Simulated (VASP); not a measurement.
Input for VASP

**INCAR**
```
SYSTEM = AgI
PREC = Accurate
ENCUT = 520
EDIFF = 1E-6
NELM = 100
ALGO = Normal
LREAL = .FALSE.
LASPH = .TRUE.
ISMEAR = 0
SIGMA = 0.05
GGA = ML
ZAB_VDW = -1.8867
LUSE_VDW = .TRUE.
AGGAC = 0.0
LMAXMIX = 4
LWAVE = .FALSE.
LCHARG = .FALSE.
IBRION = 2
ISIF = 3
NSW = 60
EDIFFG = -0.02
```

### POSCAR
```
AgI
1
    2.4206539960    -4.1926961697     0.0000000000
    2.4206539960     4.1926961697    -0.0000000000
    0.0000000000     0.0000000000     7.9229617236
Ag I
2 2
Direct
  0.6666670000   0.3333330000   0.5001318692
  0.3333330000   0.6666670000   0.0001318692
  0.6666670000   0.3333330000   0.8748681308
  0.3333330000   0.6666670000   0.3748681308
```

File KPOINTS:
```
Regular mesh
0
G
  5 5 3
0 0 0
```

POTCAR, in this order: Ag I (PBE.64 set). Program: vasp_std.

Problem. Translate this vdW-DF2 calculation to Quantum ESPRESSO's pw.x.

Solution. One equivalent input (not run):
```
&CONTROL
  calculation = 'vc-relax'
  pseudo_dir = './pseudo'
  outdir = './out'
  tprnfor = .true.
  tstress = .true.
  nstep = 60
  forc_conv_thr = 0.00078
/
&SYSTEM
  ibrav = 0
  nat = 4
  ntyp = 2
  ecutwfc = 82
  occupations = 'smearing'
  smearing = 'gaussian'
  degauss = 0.003675
  input_dft = 'vdw-df2'
/
&ELECTRONS
  conv_thr = 7.3e-08
  electron_maxstep = 100
/
&IONS
/
&CELL
/
ATOMIC_SPECIES
  Ag 107.868 Ag.upf
  I 126.904 I.upf
CELL_PARAMETERS angstrom
     2.4206540   -4.1926962    0.0000000
     2.4206540    4.1926962   -0.0000000
     0.0000000    0.0000000    7.9229617
ATOMIC_POSITIONS crystal
  Ag   0.6666670  0.3333330  0.5001319
  Ag   0.3333330  0.6666670  0.0001319
  I    0.6666670  0.3333330  0.8748681
  I    0.3333330  0.6666670  0.3748681
K_POINTS automatic
  5 5 3 0 0 0
```
Limits of the translation: the potentials are each code's own (VASP's PAW set, PseudoDojo norm-conserving files in pw.x), so ENCUT and ecutwfc are chosen apart and not converted; conv_thr bounds pw.x's estimated SCF error, while EDIFF bounds the energy change between steps; forc_conv_thr acts on force components and is met together with etot_conv_thr.

The compound is AgI in the wurtzite structure. This run relaxes it. Symmetry was kept, so distortions that lower it aren't found. The start is the result of an earlier pass.
